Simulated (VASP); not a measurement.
Level of theory: HSE06 screened hybrid, VASP's PBE PAW potentials (set 64) (plane waves; VASP).

Input for VASP

**INCAR**
```
GGA = PE   # PBE
ALGO = Normal   # blocked Davidson
EDIFF = 1E-6   # SCF stop (eV)
ISMEAR = 0   # Gaussian
AEXX = 0.25
HFSCREEN = 0.2
NELM = 60
SYSTEM = KBr
LMAXMIX = 4
SIGMA = 0.05   # width (eV)
LCHARG = F
PRECFOCK = Fast
ENCUT = 520
LASPH = T
ISYM = 3
LHFCALC = T
PREC = Accurate
LREAL = F   # projection in real space or not
ISIF = 2   # forces and stress, cell fixed
LWAVE = F
```

**POSCAR**
```
KBr
1
    0.0000000000     3.3187634709     3.3187634709
    3.3187634709     0.0000000000     3.3187634709
    3.3187634709     3.3187634709     0.0000000000
K Br
1 1
Direct
  0.0000000000   0.0000000000   0.0000000000
  0.5000000000   0.5000000000   0.5000000000
```

### KPOINTS
```
kpoints
0
gamma
  6 6 6
0 0 0
```

POTCAR, in this order: K_sv Br (PBE.64 set). Program: vasp_std. Read from the step before: WAVECAR.

**Question.** Predict the energy per atom (σ→0), band gap (on the k-mesh).

**Answer.** 
- energy per atom (σ→0): -3.594 eV/atom
- band gap (on the k-mesh): 5.57 eV

### OSZICAR
```
...
DAV:   2    -0.718815939863E+01   -0.16226E-02   -0.57310E-03   476   0.629E-01    0.700E-01
DAV:   3    -0.718780487061E+01    0.35453E-03   -0.51841E-04   476   0.216E-01    0.397E-01
DAV:   4    -0.718771607181E+01    0.88799E-04   -0.16176E-04   464   0.109E-01    0.224E-01
DAV:   5    -0.718769721360E+01    0.18858E-04   -0.35729E-05   536   0.480E-02    0.129E-01
DAV:   6    -0.718769176660E+01    0.54470E-05   -0.68213E-06   532   0.232E-02    0.753E-02
DAV:   7    -0.718769015114E+01    0.16155E-05   -0.21330E-06   460   0.140E-02    0.444E-02
DAV:   8    -0.718768988099E+01    0.27016E-06   -0.77295E-07   348   0.893E-03
   1 F= -.71876899E+01 E0= -.71876899E+01  d E =-.261097E-14
```

The compound is KBr in the rock salt structure. This cell is one point of a volume scan, at 0.97 of the reference volume. The cell's shape comes from a PBE relaxation.
